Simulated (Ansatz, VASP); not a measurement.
**Mg3CdTe4: VASP beside Ansatz**

```
Mg Cd Te
1.0
     4.62763    0.00000    0.00000
    -2.31381    4.00764    0.00000
     0.00000    0.00000   15.07170
Mg Cd Te
3 1 4
Direct
  0.66667 0.33333 0.49577
  0.66667 0.33333 0.99993
  0.00000 0.00000 0.24813
  0.00000 0.00000 0.74992
  0.66667 0.33333 0.18740
  0.66667 0.33333 0.68338
  0.00000 0.00000 0.43545
  0.00000 0.00000 0.94003
```

Alike in both runs: task single point; functional PBE; k mesh 6 × 6 × 1; occupations gaussian, width 0.1 eV; no spin polarisation.

```csv
,VASP,Ansatz
version,VASP 6.6.1,Ansatz 0.2.0
potentials or method,"VASP PAW PBE potentials, release 64 (Mg, Cd, Te)","scalar-relativistic, plane waves, PAW"
plane-wave cutoff (eV),520,420
valence electrons in the cell,42,114
```

VASP gave:

* gap on the k mesh at the Fermi level (eV): 1.59
* least direct gap on the mesh (eV): 1.59
* pressure (GPa): 0.0
* rms of the force components (eV/Å): 0.006

Q: Which values does Ansatz return?

A: gap on the k mesh at the Fermi level (eV): 1.59; least direct gap on the mesh (eV): 1.59; pressure (GPa): 0.0; rms of the force components (eV/Å): 0.002.

Atom by atom the forces differ by 0.004 eV/Å (rms over components). The two sets of potentials don't hold the same shells in valence.

Caveats: spin-orbit coupling is left out, which moves the levels of the heavy elements. A hybrid or GW would open this gap; PBE tends to underestimate it.
